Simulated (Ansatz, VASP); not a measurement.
Sn2TeS in VASP and in Ansatz

```xyz
4
Lattice="2.1859 1.2621 6.9509 -2.1859 1.2621 6.9509 0.0000 -2.5241 6.9509" Properties=species:S:1:pos:R:3 pbc="T T T"
Sn    0.0000    0.0000   15.6620
Sn    0.0000    0.0000    5.1906
Te    0.0000    0.0000   10.4263
S     0.0000    0.0000    0.0000
```

Change from the starting cell: species swapped into the LiYSe2 type (R-3m, No. 166).

Alike in both runs: task single point; functional PBE; k mesh 6 × 6 × 6; occupations gaussian, width 0.1 eV; no spin polarisation.

|  | VASP | Ansatz |
| --- | --- | --- |
| version | VASP 6.6.1 | Ansatz 0.2.0 |
| potentials or method | VASP PAW PBE potentials, release 64 (Sn_d, Te, S) | scalar-relativistic, plane waves, PAW |
| plane-wave cutoff (eV) | 520 | 420 |
| valence electrons in the cell | 40 | 50 |

|  | VASP | Ansatz | Ansatz less VASP |
| --- | --- | --- | --- |
| gap on the k mesh at the Fermi level (eV) | 0.18 | 0.18 | -0.002 |
| least direct gap on the mesh (eV) | 0.23 | 0.23 | -0.001 |
| pressure (GPa) | 0.8 | 0.9 | +0.03 |
| largest component of the traceless stress (GPa) | 0.30 | 0.30 | -0.001 |
| rms of the force components (eV/Å) | 0.589 | 0.587 | -0.0017 |

Atom by atom the forces differ by 0.002 eV/Å (rms over components). With one functional, cell and mesh, what is left measures potentials, basis and numerics. The two sets of potentials don't hold the same shells in valence.

Caveats: spin-orbit coupling is left out, which moves the levels of the heavy elements; forces of over 1 eV/Å show positions far from the minimum, so gaps and moduli don't describe the material at rest.
